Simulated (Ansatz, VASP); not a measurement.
# Ni4P (P/Ni(111)): VASP beside Ansatz, part 3 of 3

One calculation is typed for both programs; each brings its own data sets. How far apart do they land? Of the first pair: The structure shown is the start of the Ansatz relaxation below; VASP solves that cell, so the two are compared at the walk's first step.

VASP 6.6.1 and Ansatz 0.2.0.

So far. Step 5 (Ansatz: relaxation, PBE): This is the run of step 2 again, met here at its other cell. Step 7 (Differences): The forces differ by 6.9 meV/Å r.m.s., which is 11.8 % of the r.m.s. force of 0.058 eV/Å (both taken over all components). Where the cell holds vacuum, a pressure given here is an average over it and none of the material.

## (9) VASP: single point, PBE, relaxed atoms in a fixed cell, pair 3

Level of this step: PBE, spin-polarised from a ferromagnetic start; plane waves and PAW (Ni, P) (VASP).

The same cell, functional, mesh and smearing now go to VASP, with its own data sets.

INCAR

```
SYSTEM = Ni16P
PREC = Accurate
ENCUT = 520
EDIFF = 1E-06
NELM = 200
ISMEAR = -1
SIGMA = 0.1
LREAL = .FALSE.
ALGO = Normal
GGA = PE
NBANDS = 116
ISPIN = 2
MAGMOM = 0.72 0.74 0.66 0.25 0.72 0.72 0.66 0.25 0.72 0.72 0.66 0.25 0.74 0.72 0.57 0.65 -0.01
LASPH = .TRUE.
LMAXMIX = 4
LORBIT = 11
LWAVE = .FALSE.
LCHARG = .FALSE.
ISIF = 2
LDIPOL = .TRUE.
IDIPOL = 3
DIPOL = 0.5 0.5 0.474
LVHAR = .TRUE.
GGA_COMPAT = .FALSE.
NELMDL = -8
KPAR = 4
```

POSCAR

```
Ni16P
1.0
    4.9780317395      0.0000000000      0.0000000000
    2.4890158698      4.3111019473      0.0000000000
    0.0000000000      0.0000000000     25.9592788557
Ni P
16 1
Direct
    0.0000000000      0.0000000000      0.3466968420
    0.1666666667      0.1666666667      0.4249837989
    0.3338680130      0.3338680130      0.5033927019
    0.9963549612      0.9963549612      0.5817374955
    0.0000000000      0.5000000000      0.3466968420
    0.1666666667      0.6666666667      0.4249837989
    0.3338680130      0.8322639740      0.5033927019
    0.9963549612      0.5072900776      0.5817374955
    0.5000000000      0.0000000000      0.3466968420
    0.6666666667      0.1666666667      0.4249837989
    0.8322639740      0.3338680130      0.5033927019
    0.5072900776      0.9963549612      0.5817374955
    0.5000000000      0.5000000000      0.3466968420
    0.6666666667      0.6666666667      0.4249837989
    0.8333333334      0.8333333334      0.5017600404
    0.5000000000      0.5000000000      0.5825931360
    0.1666666667      0.1666666667      0.6417856428
```

KPOINTS

```
Automatic mesh
0
Gamma
6 6 1
0 0 0
```

PAW data sets: Ni and P (PBE family, release 64).

On the command line:

```sh
$ mpirun -np 4 vasp_std
```

Numbers of over 12 decimals in the logs are rounded to 6 here.

What it wrote:

```text
[banner, memory and clock lines left out]
running    4 mpi-ranks, on    1 nodes
[...]
|                                                                             |
|               ----> ADVICE to this user running VASP <----                  |
|                                                                             |
|     You have a (more or less) 'large supercell' and for larger cells it     |
|     might be more efficient to use real-space projection operators.         |
|     Therefore, try LREAL= Auto in the INCAR file.                           |
|     Mind: For very accurate calculation, you might also keep the            |
|     reciprocal projection scheme (i.e. LREAL=.FALSE.).                      |
|                                                                             |

 LDA part: xc-table for (Slater+PW92), standard interpolation
 POSCAR, INCAR and KPOINTS ok, starting setup
[...]
entering main loop
       N       E                     dE             d eps       ncg     rms          rms(c)
DAV:   1     0.125288168941E+04    0.12529E+04   -0.70605E+04  3248   0.148E+03
DAV:   2     0.204091019690E+02   -0.12325E+04   -0.11603E+04  3248   0.336E+02
DAV:   3    -0.100822682217E+03   -0.12123E+03   -0.10890E+03  3460   0.143E+02
DAV:   4    -0.105867543150E+03   -0.50449E+01   -0.49665E+01  3536   0.304E+01
[...]
DAV:  55    -0.896114357047E+02   -0.85366E-05   -0.33697E-08  2180   0.109E-03    0.440E-04
DAV:  56    -0.896114391383E+02   -0.34336E-05   -0.20841E-08  2180   0.841E-04    0.755E-04
DAV:  57    -0.896114398412E+02   -0.70282E-06   -0.11439E-08  2080   0.857E-04
   1 F= -.89611440E+02 E0= -.89135612E+02  d E =-.951656E+00  mag=     8.8678
```

From OUTCAR (step 9):

```text
  Total       -4.6130575     -4.6130575     -1.2563082     -0.0000000     -0.0000000     -0.0000000
  in kB      -13.2666379    -13.2666379     -3.6130021     -0.0000000     -0.0000000     -0.0000000
  external PRESSURE =     -10.0487593 kB  Pullay stress =       0.0000000 kB

 POSITION                                       TOTAL-FORCE (eV/Angst)
 -----------------------------------------------------------------------------------
      0.00000      0.00000      9.00000         0.000731      0.000422      0.145482
      1.24451      0.71852     11.03227        -0.000000      0.000000     -0.057058
      2.49301      1.43934     13.06771         0.001322      0.000763      0.004081
      7.43983      4.29539     15.10149        -0.006771     -0.003909     -0.010480
      1.24451      2.15555      9.00000        -0.000000     -0.000844      0.145482
      2.48902      2.87407     11.03227         0.036213     -0.020907     -0.179929
      3.73352      3.58797     13.06771        -0.000000     -0.001527      0.004081
      6.22254      2.18698     15.10149         0.000000      0.007818     -0.010480
      2.48902      0.00000      9.00000        -0.000731      0.000422      0.145482
      3.73352      0.71852     11.03227         0.000000      0.041815     -0.179929
      4.97404      1.43934     13.06771        -0.001322      0.000763      0.004081
      5.00525      4.29539     15.10149         0.006771     -0.003909     -0.010480
      3.73352      2.15555      9.00000        -0.000000      0.000000      0.157799
      4.97803      2.87407     11.03227        -0.036213     -0.020907     -0.179929
[...]
-----------------------------------------------------------------------------------
    total drift:                               -0.000003     -0.000002     -0.001662

  FREE ENERGIE OF THE ION-ELECTRON SYSTEM (eV)
  ---------------------------------------------------
  free  energy   TOTEN  =       -89.6114398412 eV

  energy  without entropy=      -88.6597837102  energy(sigma->0) =      -89.13561178

 magnetization (x)
# of ion       s       p       d       tot
------------------------------------------
    1       -0.005  -0.023   0.703   0.675
    2       -0.006  -0.024   0.723   0.692
    3       -0.006  -0.019   0.640   0.615
    4       -0.002  -0.013   0.228   0.212
    5       -0.005  -0.023   0.703   0.675
    6       -0.006  -0.024   0.702   0.672
    7       -0.006  -0.019   0.640   0.615
    8       -0.002  -0.013   0.228   0.212
    9       -0.005  -0.023   0.703   0.675
   10       -0.006  -0.024   0.702   0.672
   11       -0.006  -0.019   0.640   0.615
   12       -0.002  -0.013   0.228   0.212
   13       -0.003  -0.022   0.719   0.694
[...]
--------------------------------------------------
tot         -0.072  -0.316   9.436   9.047

[... 3 further parts left out ...]
[key lines of the parts left out:]
E-fermi :  -0.2055
```

## (10) Differences

What differs besides the data sets and the points named for the pairs above, as far as they apply: the data sets hold 293 valence electrons in Ansatz (on its default PAW (the set named soft_2) files) and 165 in VASP. Total energies have different zeros and are not compared.

Compared:

| quantity | Ansatz | VASP | difference |
| --- | --- | --- | --- |
| total moment (μB) | 9.20 | 8.87 | +0.33 |
| moment on Ni13 (μB) | 0.74 | 0.69 | +0.05 |
| moment on Ni2 (μB) | 0.74 | 0.69 | +0.05 |
| moment on Ni5 (μB) | 0.72 | 0.68 | +0.04 |
| moment on Ni1 (μB) | 0.72 | 0.68 | +0.04 |
| moment on Ni9 (μB) | 0.72 | 0.68 | +0.04 |
| moment on Ni14 (μB) | 0.72 | 0.67 | +0.05 |
| moment on Ni10 (μB) | 0.72 | 0.67 | +0.05 |
| moment on Ni6 (μB) | 0.72 | 0.67 | +0.05 |
| work function, lower of the two faces (eV) | 5.09 | 5.07 | +0.02 |
| work function, higher of the two faces (eV) | 5.20 | 5.19 | +0.01 |

Forces on 10 of the 17 atoms, those with the largest forces and the largest differences (eV/Å; atoms numbered as in POSCAR):

| atom | Ansatz x, y, z | VASP x, y, z |
| --- | --- | --- |
| Ni1 | 0.001, 0.001, 0.146 | 0.001, 0.000, 0.145 |
| Ni4 | 0.000, 0.000, 0.000 | -0.007, -0.004, -0.010 |
| Ni5 | 0.000, -0.001, 0.146 | 0.000, -0.001, 0.145 |
| Ni6 | 0.038, -0.022, -0.180 | 0.036, -0.021, -0.180 |
| Ni8 | 0.000, 0.000, 0.000 | 0.000, 0.008, -0.010 |
| Ni9 | -0.001, 0.001, 0.146 | -0.001, 0.000, 0.145 |
| Ni10 | 0.000, 0.044, -0.180 | 0.000, 0.042, -0.180 |
| Ni12 | 0.000, 0.000, 0.000 | 0.007, -0.004, -0.010 |
| Ni13 | 0.000, 0.000, 0.158 | 0.000, 0.000, 0.158 |
| Ni14 | -0.038, -0.022, -0.180 | -0.036, -0.021, -0.180 |

The forces differ by 3.8 meV/Å r.m.s., which is 6.1 % of the r.m.s. force of 0.062 eV/Å (both taken over all components). Where the cell holds vacuum, a pressure given here is an average over it and none of the material.

## (11) What came out

```json
{
 "r.m.s. force difference (single point, PBE, start cell, pair 1)": "2.2 % of the r.m.s. force",
 "r.m.s. force difference (single point, PBE, relaxed atoms in a fixed cell, pair 2)": "6.9 meV/Å",
 "r.m.s. force difference (single point, PBE, relaxed atoms in a fixed cell, pair 3)": "3.8 meV/Å"
}
```

**Reading.** The r.m.s. force difference is 2.2 % of the r.m.s. force (single point, PBE, start cell, pair 1), within the 3 % picked in this series as the mark of a large difference. The data sets hold unlike numbers of valence electrons (77 in Ansatz and 45 in VASP and 293 in Ansatz and 165 in VASP), so part of the differences may come from the potentials. 1 further pair of this series is not shown here. How closely two codes agree says nothing of how well the functional describes the real material.

[Lines on the potential files, build, host, timing and source positions are cut from VASP's logs without a mark.]

[Logs are printed without paths, hosts, clocks, repeated set-up lines and the standing remarks that a program may print on its own settings, such as how far it seeks lower states.]

[Hosts, paths, dates, database ids (printed as entryN), source tags and the programs' standing remarks are cut or masked in the printed files.]
